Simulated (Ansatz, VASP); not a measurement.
# Ca3PbS: VASP beside Ansatz, part 2 of 2

Wanted: the spread between two codes on one cell, functional and k mesh. The cell is generated by rule, not measured, and may not be a known phase. The cell is taken from a series of runs on this material, whose earlier steps may have relaxed, scaled, displaced or heated it; both programs get it as it stands.

VASP 6.6.1 and Ansatz 0.2.0.

So far: The starting structure; VASP: zone-centre phonons, LDA.

### Step 2. VASP: zone-centre phonons, LDA (continued)

Level of this step: LDA; plane waves and PAW (Pb_d, S, Ca_sv); invented cell (VASP).

Numbers of over 12 decimals in the logs are rounded to 6 here.

Parts of OUTCAR (step 2):

```text
ion  position               nearest neighbor table
   1  0.000  0.000  0.000-
   2  0.500  0.500  0.500-   3 2.60   4 2.60   5 2.60   3 2.60   4 2.60   5 2.60
   3  0.500  0.500  0.000-   2 2.60   2 2.60
   4  0.500  0.000  0.500-   2 2.60   2 2.60
   5  0.000  0.500  0.500-   2 2.60   2 2.60

  LATTYP: Found a simple cubic cell.
 ALAT       =     5.1909141566

 Subroutine GETGRP returns: Found 48 space group operations
 (whereof 48 operations were pure point group operations)

The static configuration has the point symmetry O_h .

 Found     35 irreducible k-points:

   k-points           NKPTS =     35   k-points in BZ     NKDIM =     35   number of bands    NBANDS=     31

   dimension x,y,z NGX =    40 NGY =   40 NGZ =   40
   dimension x,y,z NGXF=    80 NGYF=   80 NGZF=   80

   ENCUT  =  500.0 eV  36.75 Ry    6.06 a.u.   9.46  9.46  9.46*2*pi/ulx,y,z

   NELECT =      50.0000    total number of electrons

 k-points in reciprocal lattice and weights: Automatic mesh
   0.00000000  0.00000000  0.00000000       0.002
   0.12500000  0.00000000  0.00000000       0.012
   0.25000000  0.00000000  0.00000000       0.012
   0.37500000  0.00000000  0.00000000       0.012
   0.50000000  0.00000000  0.00000000       0.006
   0.12500000  0.12500000  0.00000000       0.023
   0.25000000  0.12500000  0.00000000       0.047
   0.37500000  0.12500000  0.00000000       0.047
   0.50000000  0.12500000  0.00000000       0.023
[...]
0.50000000  0.50000000  0.37500000       0.012
   0.50000000  0.50000000  0.50000000       0.002

 average (electrostatic) potential at core
       1 -92.1662       2 -88.5649       3 -45.5742       4 -45.5742       5 -45.5742

  Total        0.1449526      0.1449526      0.1449526     -0.0000000      0.0000000     -0.0000000
  in kB        1.6603707      1.6603707      1.6603707     -0.0000000      0.0000000     -0.0000000
  external PRESSURE =       1.6603707 kB  Pullay stress =       0.0000000 kB

  energy-cutoff  :      500.00
  volume of cell :      139.87
      direct lattice vectors                 reciprocal lattice vectors
     5.190914157  0.000000000  0.000000000     0.192644295  0.000000000  0.000000000
[...]
POSITION                                       TOTAL-FORCE (eV/Angst)
 -----------------------------------------------------------------------------------
      0.00000      0.00000      0.00000         0.000000      0.000000      0.000000
      2.59546      2.59546      2.59546         0.000000      0.000000      0.000000
      2.59546      2.59546      0.00000         0.000000      0.000000      0.000000
      2.59546      0.00000      2.59546         0.000000      0.000000      0.000000
      0.00000      2.59546      2.59546         0.000000      0.000000      0.000000
 -----------------------------------------------------------------------------------
    total drift:                               -0.000000     -0.000000     -0.000000

 Eigenvectors and eigenvalues of the dynamical matrix
 ----------------------------------------------------

   1 f  =   11.622955 THz    73.029183 2PiTHz  387.700063 cm-1    48.068660 meV
             X         Y         Z           dx          dy          dz
      0.000000  0.000000  0.000000    -0.005750   -0.000751    0.000000
      2.595457  2.595457  2.595457     0.701174    0.091629   -0.000000
      2.595457  2.595457  0.000000     0.041691    0.005448    0.000000
      2.595457  0.000000  2.595457     0.041691   -0.091294   -0.000000
      0.000000  2.595457  2.595457    -0.698609    0.005448   -0.000000

   2 f  =   11.622955 THz    73.029183 2PiTHz  387.700063 cm-1    48.068660 meV
             X         Y         Z           dx          dy          dz
      0.000000  0.000000  0.000000     0.000000    0.000000    0.005799
      2.595457  2.595457  2.595457    -0.000000   -0.000000   -0.707136
      2.595457  2.595457  0.000000    -0.000000   -0.000000    0.704549
      2.595457  0.000000  2.595457    -0.000000    0.000000   -0.042046
      0.000000  2.595457  2.595457     0.000000   -0.000000   -0.042046

   3 f  =   11.622955 THz    73.029183 2PiTHz  387.700063 cm-1    48.068660 meV
             X         Y         Z           dx          dy          dz
      0.000000  0.000000  0.000000    -0.000751    0.005750   -0.000000
      2.595457  2.595457  2.595457     0.091629   -0.701174    0.000000
      2.595457  2.595457  0.000000     0.005448   -0.041691    0.000000
      2.595457  0.000000  2.595457     0.005448    0.698609    0.000000
      0.000000  2.595457  2.595457    -0.091294   -0.041691    0.000000

   4 f  =    4.069096 THz    25.566884 2PiTHz  135.730431 cm-1    16.828421 meV
             X         Y         Z           dx          dy          dz
      0.000000  0.000000  0.000000     0.123318    0.001907   -0.091790
      2.595457  2.595457  2.595457    -0.482203   -0.007458    0.358921
      2.595457  2.595457  0.000000     0.312431    0.004832    0.333238
      2.595457  0.000000  2.595457     0.312431   -0.006924   -0.232553
      0.000000  2.595457  2.595457    -0.447698    0.004832   -0.232553

   5 f  =    4.069096 THz    25.566884 2PiTHz  135.730431 cm-1    16.828421 meV
             X         Y         Z           dx          dy          dz
      0.000000  0.000000  0.000000     0.086703    0.048131    0.117484
      2.595457  2.595457  2.595457    -0.339030   -0.188202   -0.459390
      2.595457  2.595457  0.000000     0.219665    0.121940   -0.426517
      2.595457  0.000000  2.595457     0.219665   -0.174735    0.297649
      0.000000  2.595457  2.595457    -0.314770    0.121940    0.297649

   6 f  =    4.069096 THz    25.566884 2PiTHz  135.730431 cm-1    16.828421 meV
             X         Y         Z           dx          dy          dz
      0.000000  0.000000  0.000000     0.030193   -0.146001    0.037531
      2.595457  2.595457  2.595457    -0.118063    0.570898   -0.146754
      2.595457  2.595457  0.000000     0.076496   -0.369898   -0.136252
      2.595457  0.000000  2.595457     0.076496    0.530046    0.095085
      0.000000  2.595457  2.595457    -0.109615   -0.369898    0.095085

   7 f  =    2.458612 THz    15.447918 2PiTHz   82.010484 cm-1    10.168000 meV
             X         Y         Z           dx          dy          dz
      0.000000  0.000000  0.000000     0.000000    0.000000    0.000000
      2.595457  2.595457  2.595457     0.000000   -0.000000   -0.000000
      2.595457  2.595457  0.000000     0.044546   -0.705702   -0.000000
      2.595457  0.000000  2.595457    -0.044546   -0.000000    0.000824
      0.000000  2.595457  2.595457     0.000000    0.705702   -0.000824

   8 f  =    2.458612 THz    15.447918 2PiTHz   82.010484 cm-1    10.168000 meV
             X         Y         Z           dx          dy          dz
      0.000000  0.000000  0.000000     0.000000    0.000000   -0.000000
      2.595457  2.595457  2.595457    -0.000000   -0.000000    0.000000
      2.595457  2.595457  0.000000     0.705702    0.044546   -0.000000
      2.595457  0.000000  2.595457    -0.705702    0.000000   -0.000010
      0.000000  2.595457  2.595457    -0.000000   -0.044546    0.000010

   9 f  =    2.458612 THz    15.447918 2PiTHz   82.010484 cm-1    10.168000 meV
             X         Y         Z           dx          dy          dz
      0.000000  0.000000  0.000000     0.000000    0.000000    0.000000
      2.595457  2.595457  2.595457    -0.000000   -0.000000    0.000000
      2.595457  2.595457  0.000000     0.000041   -0.000823    0.000000
      2.595457  0.000000  2.595457    -0.000041   -0.000000   -0.707106
      0.000000  2.595457  2.595457    -0.000000    0.000823    0.707106

  10 f  =    1.594557 THz    10.018898 2PiTHz   53.188702 cm-1     6.594556 meV
             X         Y         Z           dx          dy          dz
      0.000000  0.000000  0.000000     0.587714   -0.187751   -0.008324
      2.595457  2.595457  2.595457    -0.209111    0.066802    0.002962
      2.595457  2.595457  0.000000    -0.471518    0.150631    0.003838
      2.595457  0.000000  2.595457    -0.471518    0.086572    0.006678
      0.000000  2.595457  2.595457    -0.270994    0.150631    0.006678

  11 f  =    1.594557 THz    10.018898 2PiTHz   53.188702 cm-1     6.594556 meV
             X         Y         Z           dx          dy          dz
      0.000000  0.000000  0.000000     0.187762    0.587769   -0.000428
      2.595457  2.595457  2.595457    -0.066807   -0.209130    0.000152
      2.595457  2.595457  0.000000    -0.150640   -0.471562    0.000197
      2.595457  0.000000  2.595457    -0.150640   -0.271020    0.000343
      0.000000  2.595457  2.595457    -0.086577   -0.471562    0.000343

  12 f  =    1.594557 THz    10.018898 2PiTHz   53.188702 cm-1     6.594556 meV
             X         Y         Z           dx          dy          dz
      0.000000  0.000000  0.000000    -0.008059    0.002125   -0.616975
      2.595457  2.595457  2.595457     0.002867   -0.000756    0.219522
      2.595457  2.595457  0.000000     0.006466   -0.001705    0.284486
      2.595457  0.000000  2.595457     0.006466   -0.000980    0.494993
      0.000000  2.595457  2.595457     0.003716   -0.001705    0.494993

  13 f/i=    0.057503 THz     0.361304 2PiTHz    1.918102 cm-1     0.237814 meV
             X         Y         Z           dx          dy          dz
      0.000000  0.000000  0.000000    -0.306167   -0.374592    0.601286
      2.595457  2.595457  2.595457    -0.119253   -0.145905    0.234203
      2.595457  2.595457  0.000000    -0.126360   -0.154600    0.259733
      2.595457  0.000000  2.595457    -0.126360   -0.161809    0.248160
      0.000000  2.595457  2.595457    -0.132253   -0.154600    0.248160

  14 f/i=    0.057503 THz     0.361304 2PiTHz    1.918102 cm-1     0.237814 meV
             X         Y         Z           dx          dy          dz
      0.000000  0.000000  0.000000     0.187741    0.588714    0.462354
      2.595457  2.595457  2.595457     0.073126    0.229306    0.180088
      2.595457  2.595457  0.000000     0.077484    0.242971    0.199720
      2.595457  0.000000  2.595457     0.077484    0.254302    0.190821
      0.000000  2.595457  2.595457     0.081097    0.242971    0.190821

  15 f/i=    0.057503 THz     0.361304 2PiTHz    1.918102 cm-1     0.237814 meV
             X         Y         Z           dx          dy          dz
      0.000000  0.000000  0.000000     0.683094   -0.329696    0.142427
      2.595457  2.595457  2.595457     0.266067   -0.128418    0.055476
      2.595457  2.595457  0.000000     0.281924   -0.136071    0.061523
      2.595457  0.000000  2.595457     0.281924   -0.142416    0.058782
      0.000000  2.595457  2.595457     0.295071   -0.136071    0.058782

 ELASTIC MODULI CONTR FROM IONIC RELAXATION (kBar)
 Direction    XX          YY          ZZ          XY          YZ          ZX
 --------------------------------------------------------------------------------
 XX           0.0000      0.0000      0.0000      0.0000      0.0000      0.0000
 YY           0.0000      0.0000      0.0000      0.0000      0.0000      0.0000
 ZZ           0.0000      0.0000      0.0000      0.0000      0.0000      0.0000
 XY           0.0000      0.0000      0.0000      0.0000      0.0000      0.0000
 YZ           0.0000      0.0000      0.0000      0.0000      0.0000      0.0000
 ZX           0.0000      0.0000      0.0000      0.0000      0.0000      0.0000
 --------------------------------------------------------------------------------
```

### Step 3. Ansatz: zone-centre phonons, LDA

Ansatz runs on its PAW soft_1 files.

The same cell, functional (in two slightly different forms), mesh and smearing now go to Ansatz, which takes its cutoff from its data sets.

File input.yaml:

```yaml
crystal:
  lattice:
    - [5.1909141566, 0.0, 0.0]
    - [0.0, 5.1909141566, 0.0]
    - [0.0, 0.0, 5.1909141566]
  atoms:
    - { symbol: Pb, position: [0.0, 0.0, 0.0] }
    - { symbol: S, position: [0.5, 0.5, 0.5] }
    - { symbol: Ca, position: [0.5, 0.5, 0.0] }
    - { symbol: Ca, position: [0.5, 0.0, 0.5] }
    - { symbol: Ca, position: [0.0, 0.5, 0.5] }
kpoints:
  mp_grid: { grid: [8, 8, 8] }
hamiltonian:
  xc: lda
  pseudopotentials: { kind: paw, azcp: { folder: soft_1 }, xc_functional: pbe }
scf:
  occupations: { method: methfessel_paxton, width: 0.2 }
output:
  eigenvalues: true
phonons:
  method: dfpt
```

On the command line:

```sh
$ ansatz run input.yaml --threads 8 --pin off --max-ram 16384MiB --backend cpu --events-out ev --progress --plain --runs-dir out
```

The program printed:

```text
zone centre: on kpoints.mp_grid the ground state, and the responses unless they are solved on pairs of k-points, stand on 125 of the mesh's 512 k-points, reduced under 8 symmetry operations, with k and −k counted as one. Each operation leaves every solved displacement unchanged or reverses it
Engine: ansatz 0.2.0, x86_64-unknown-linux-gnu
Pseudopotentials: kind: paw
Pseudopotential: Pb, paw, valence charge 14, recommended cutoff 420 eV (normal), soft_1/Pb.paw.azcp
Pseudopotential: S, paw, valence charge 6, recommended cutoff 420 eV (normal), soft_1/S.paw.azcp
Pseudopotential: Ca, paw, valence charge 10, recommended cutoff 420 eV (normal), soft_1/Ca.paw.azcp
Functional definition: SPW92
  exchange = slater_x
  correlation = pw_c
Crystal: 5 atoms, lattice volume = 139.872 Å³
Basis set: ecut = 420 eV, 2777 PW (Γ), exchange–correlation on 72×72×72 points (8 copies of the dense FFT grid, shifted against one another)
Bands: 30, of which v1, the nominal top of the filled ones, is band 25 counted from 1 (24 counted from 0)
Symmetry: 48 space group operations
k-points: 125 of 512 (irreducible under 8 space group operations)
Non-local potential: Pb, projectors of the file, l = 0: 2, l = 1: 2, l = 2: 2, l = 3: 1
Non-local potential: S, projectors of the file, l = 0: 2, l = 1: 2, l = 2: 1
Non-local potential: Ca, projectors of the file, l = 0: 3, l = 1: 2, l = 2: 2
PAW form: soft (Blöchl's): semilocal exchange-correlation on the pseudo side does not see the compensation charge
PAW frozen core: Pb, regenerated for the run's functional, and the local potential with it (the file was generated under x = pbe(κ = 0.804, μ = 0.219515), c = pbe(β = 0.066725))
PAW frozen core: S, regenerated for the run's functional, and the local potential with it (the file was generated under x = pbe(κ = 0.804, μ = 0.219515), c = pbe(β = 0.066725))
PAW frozen core: Ca, regenerated for the run's functional, and the local potential with it (the file was generated under x = pbe(κ = 0.804, μ = 0.219515), c = pbe(β = 0.066725))
PAW one-centre angular grid: Pb, 590 points (default); XC on 64 Gauss nodes
PAW one-centre angular grid: S, 110 points (default); XC on 64 Gauss nodes
PAW one-centre angular grid: Ca, 110 points (default); XC on 64 Gauss nodes
Initial density: superposition of atomic densities (chi_scale 0.1, normalization cell, long waves kept (reshape's long-wave potential 0.00 eV rms))
Initial wavefunctions: pseudopotential atomic-orbital guess
Functional: x = slater, c = lda
SCF iter   1: F=—  HF=-17800.182195 eV  |F-HF|=—  |Δ(HF+E_count)|=         —  Δρ=5.01e-2  dr2=8.94e0  ethr=3.10e-3  ⟨swp⟩=10.1  Hψ=20605  notcnv=0
preconditioner: auto → Kerker (q_TF=auto, 2.298 Å⁻¹)  [metal: Δε(μ)=0.013 eV  Ē_g=8.535 eV  σ=0.200 eV  W_gap=0.06  n_scr=26 (ndim 8)  ℏωp=16.0 eV  f_vac=0.000  D(μ)=3.58/eV (n_scr^D=26)]
SCF iter   2: F=—  HF=-17797.947393 eV  |F-HF|=—  |Δ(HF+E_count)|=    2.23e0  S|Δr|=    0.00e0  Δρ=2.15e-2  dr2=1.81e0  ethr=3.10e-3  ⟨swp⟩=9.9  Hψ=34609  notcnv=0
automatic band count: the SCF goes on with 35 bands, as 30 were too few: they end inside the smearing window of the response
SCF iter   3: F=—  HF=-17797.443041 eV  |F-HF|=—  |Δ(HF+E_count)|=   5.04e-1  S|Δr|=    0.00e0  Δρ=7.21e-3  dr2=1.64e-1  ethr=3.10e-3  ⟨swp⟩=2.9  Hψ=7584  notcnv=0  defer=441
SCF iter   4: F=—  HF=-17797.408364 eV  |F-HF|=—  |Δ(HF+E_count)|=   3.47e-2  S|Δr|=    0.00e0  Δρ=1.54e-3  dr2=7.08e-3  ethr=3.28e-4  ⟨swp⟩=2.9  Hψ=5993  notcnv=0  defer=441
SCF iter   5: F=—  HF=-17797.406636 eV  |F-HF|=—  |Δ(HF+E_count)|=   1.73e-3  S|Δr|=    0.00e0  Δρ=5.44e-4  dr2=8.19e-4  ethr=1.42e-5  ⟨swp⟩=2.4  Hψ=7072  notcnv=0  defer=393
SCF iter   6: F=—  HF=-17797.406456 eV  |F-HF|=—  |Δ(HF+E_count)|=   1.80e-4  S|Δr|=    0.00e0  Δρ=1.85e-4  dr2=1.47e-4  ethr=1.64e-6  ⟨swp⟩=2.1  Hψ=5107  notcnv=0  defer=393
SCF iter   7: F=—  HF=-17797.406414 eV  |F-HF|=—  |Δ(HF+E_count)|=   4.13e-5  S|Δr|=    0.00e0  Δρ=6.06e-5  dr2=1.41e-5  ethr=2.93e-7  ⟨swp⟩=2.9  Hψ=5588  notcnv=0  defer=393
SCF iter   8: F=—  HF=-17797.406412 eV  |F-HF|=—  |Δ(HF+E_count)|=   2.75e-6  S|Δr|=    0.00e0  Δρ=1.75e-5  dr2=9.97e-7  ethr=2.81e-8  ⟨swp⟩=2.4  Hψ=5598  notcnv=0  defer=393
SCF iter   9: F=—  HF=-17797.406412 eV  |F-HF|=—  |Δ(HF+E_count)|=   1.50e-7  S|Δr|=    0.00e0  Δρ=3.19e-6  dr2=2.57e-8  ethr=1.99e-9  ⟨swp⟩=2.5  Hψ=6071  notcnv=0  defer=393
SCF iter  10: F=—  HF=-17797.406412 eV  |F-HF|=—  |Δ(HF+E_count)|=   5.92e-9  S|Δr|=    0.00e0  Δρ=6.52e-7  dr2=6.75e-10  ethr=5.15e-11  ⟨swp⟩=2.3  Hψ=5474  notcnv=0  defer=393
SCF iter  11: F=—  HF=-17797.406412 eV  |F-HF|=—  |Δ(HF+E_count)|=  7.28e-11  S|Δr|=    0.00e0  Δρ=1.06e-7  dr2=2.11e-11  ethr=1.35e-12  ⟨swp⟩=2.0  Hψ=5683  notcnv=0  defer=393
SCF iter  12: F=-17797.406412 eV  HF=-17797.406412 eV  |F-HF|=7.28e-12  |Δ(HF+E_count)|=  7.28e-12  S|Δr|=    0.00e0  Δρ=3.69e-8  dr2=2.00e-12  ethr=1.00e-12  ⟨swp⟩=13.9  Hψ=24305  notcnv=0
SCF 1 converged in 12 iterations: F = -17797.406412 eV  dr2 = 2.00e-12
  greatest PAW one-centre occupation: 0.996 electrons in one spin orbital (limit 2), on the Ca atom at site 2 (counted from 0), in its partial waves of l = 0
DFPT response loops at Γ: preconditioner auto → Kerker (q_TF=auto, 2.298 Å⁻¹) (partly filled bands, converged f_vac=0.000); β = 1.00, the filter's whole step (`scf.mixing.beta` (0.50) is not read by the response loops under this deck's `scf.mixing.preconditioner`; to damp them name `kerker` or `kerker_dos`, under which they read `scf.mixing.beta`, and type it under 1.00, their step now; both keys bind the ground state too); Broyden in place of MSR1
SCF converged after 12 iterations
Stability not checked: this state was not tested for a lower state beside it, because cold or Methfessel-Paxton smearing, or corrected tetrahedra, fill the levels in a way that the test cannot read (fill_not_monotonic; see scf.lower_state_search)
Free energy (F): -17797.406412 eV
Harris-Foulkes:  -17797.406412 eV  (|F-HF|=7.28e-12)
Internal energy: -17797.411831 eV  (E = F + TS)
E sigma→0 (E₀):  -17797.407766 eV
Entropy (-TS):   0.005419 eV (1.084 meV/atom)
Fermi energy:    8.249758 eV
Step filling:    the computed levels leave a gap of 0.0291 eV = 0.1 smearing widths at the electron count; against every level under it full and every level over it empty, smearing changes F+E_penalty+E_count by +1.522 meV and its σ→0 estimate by +0.167 meV
--- Per-component energies (eV) ---
  E_band       = -488.265912
  E_kinetic    = 1169.326492
  E_local      = -3502.933793  (includes V_loc(G=0)·N_el)
  E_nonlocal   = 626.070138
  E_hartree    = 1213.091924
  E_xc         = -672.030930
  E_vxc        = -697.006541  (∫ρ·V_xc dr)
  E_paw        = -13140.028837  (= ΣΔE_a)
  E_vpaw       = -509.905986  (= ΣTr[D̂ρ^β])
  E_aug_tail   = -0.000019  (compensation charges beyond the density's cutoff)
  E_ewald      = -3491.831878
  E_core_change = 0.925072  (= ΣΔE_core)
  E_smearing   = 0.005419  (= −TS)
  E_closure    = 0.000000  (closes the sum)
  Σ components = -17797.406412   (vs F -17797.406412, Δ=0.00e0)
--- Band table (eV; the first three rows and the last of 125) ---
  k-point 0: bands = [... 21 lower, 3.9511, 8.2427, 8.2427, 8.2427, 8.2874, 8.2874, 8.4138, 8.4138, ... 6 higher]
  k-point 1: bands = [... 21 lower, 3.9327, 7.2952, 7.8839, 7.8839, 8.2718, 8.3843, 8.5406, 8.8851, ... 6 higher]
  k-point 2: bands = [... 21 lower, 3.8891, 6.3415, 7.5741, 7.5741, 8.3472, 8.6590, 8.8653, 9.5075, ... 6 higher]
  k-point 124: bands = [... 21 lower, 2.4722, 6.6345, 6.6345, 6.6345, 9.3211, 9.3211, 9.3211, 10.3721, ... 6 higher]
--- Phonons (Γ-DFPT): 4 representative perturbations + reference, on 125 of 512 k-points (Σ response iterations 12) ---
  k mesh reduced under 8 symmetry operations, with k and −k counted as one. Each operation leaves every solved displacement unchanged or reverses it
  ASR residual: 7.496e-5 → 0.000e0 eV/Å²; symmetrization residual: 2.333e-5 eV/Å²
  ASR residual per site (eV/Å²): 3.85e-5 7.50e-5 1.24e-5 1.24e-5 1.24e-5
  Γ frequencies (cm⁻¹): 0.00 0.00 0.00 51.19 51.19 51.19 77.51 77.51 77.51 136.25 136.25 136.25 384.58 384.58 384.58
  non-analytic LO–TO correction: not included (Born effective charges unavailable; polar crystals: no LO–TO splitting at Γ)
```

### Step 4. Differences

Known differences besides the potentials themselves: the cutoff is 420 eV in Ansatz and 500 eV in VASP; VASP's log shows a relativistic correction to its local exchange, Ansatz's none. Total energies have different zeros and are not compared.

Both answers:

| quantity | Ansatz | VASP | difference |
| --- | --- | --- | --- |
| optical mode 1 to 3 (cm⁻¹) | 51.2 | 53.2 | -3.76 % |
| optical mode 4 to 6 (cm⁻¹) | 77.5 | 82.0 | -5.49 % |
| optical mode 7 to 9 (cm⁻¹) | 136.2 | 135.7 | +0.38 % |
| optical mode 10 to 12 (cm⁻¹) | 384.6 | 387.7 | -0.80 % |

Modes are paired by rising frequency, not by their patterns, so a pair may set unlike modes beside each other; they are those without the splitting of longitudinal modes.

### Step 5. What came out

```json
{
 "r.m.s. difference of the optical zone-centre modes, each program's sorted by frequency (zone-centre phonons, LDA)": "2.9 cm⁻¹",
 "difference in optical mode 4 to 6 (zone-centre phonons, LDA)": "-5.5 %"
}
```

What this shows: The r.m.s. difference of the optical zone-centre modes, each program's sorted by frequency is 2.9 cm⁻¹ (zone-centre phonons, LDA). Among the rows given in per cent, the largest difference of the zone-centre phonons, LDA pair is in optical mode 4 to 6, -5.5 %. How closely two codes agree says nothing of how well the functional describes the real material.

[Lines on the potential files, build, host, timing and source positions are cut from VASP's logs without a mark.]

[Logs are printed without paths, hosts, clocks, repeated set-up lines and the standing remarks that a program may print on its own settings, such as how far it seeks lower states.]

[Hosts, paths, dates, database ids (printed as entryN), source tags and the programs' standing remarks are cut or masked in the printed files.]
